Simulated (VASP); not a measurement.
```cif
data_As4B4
_chemical_formula_sum 'B4 As4'
_space_group_name_H-M_alt 'F-43m'
_space_group_IT_number 216
_space_group_name_Hall 'F -4 2 3'
_cell_length_a 4.82540
_cell_length_b 4.82540
_cell_length_c 4.82540
_cell_angle_alpha 90.000
_cell_angle_beta 90.000
_cell_angle_gamma 90.000
loop_
_atom_site_label
_atom_site_type_symbol
_atom_site_symmetry_multiplicity
_atom_site_Wyckoff_symbol
_atom_site_fract_x
_atom_site_fract_y
_atom_site_fract_z
_atom_site_occupancy
B1 B 4 a 0.00000 0.00000 0.00000 1
As1 As 4 d 0.75000 0.75000 0.75000 1
```
(The calculation used a cell of 2 atoms; values per cell refer to that cell.)

Method: optB88-vdW, VASP's PBE PAW potentials (set 64) (plane waves; VASP). Numerical set-up: 520 eV cut-off, 9×9×9 Γ-centred mesh, Gaussian smearing of 0.050 eV, potentials B As.

Problem. Give the energy at these volumes per atom, relative to the lowest: 13.20, 13.62, 14.04, 14.46, 14.88 Å³.

Solution. 23.0, 5.5, 0.0, 4.8, 18.4 meV/atom. A third-order Birch-Murnaghan fit gives B0 = 130 GPa and B0′ = 4.2.

Measured: bulk modulus 142 GPa (computed value off by -8.5 %), as given by PMC11618452 (zinc blende boron arsenide), quoting Tian et al.; a 4.777 Å (computed value off by +1.0 %), as given by M J Lucero et al., Journal of Physics Condensed Matter (2012), arXiv:1111.4515. The calculation is for a static lattice, while the measured bulk modulus, a hold thermal and zero-point effects, which are part of the difference.

The compound is BAs in the zinc blende structure. It was relaxed first.
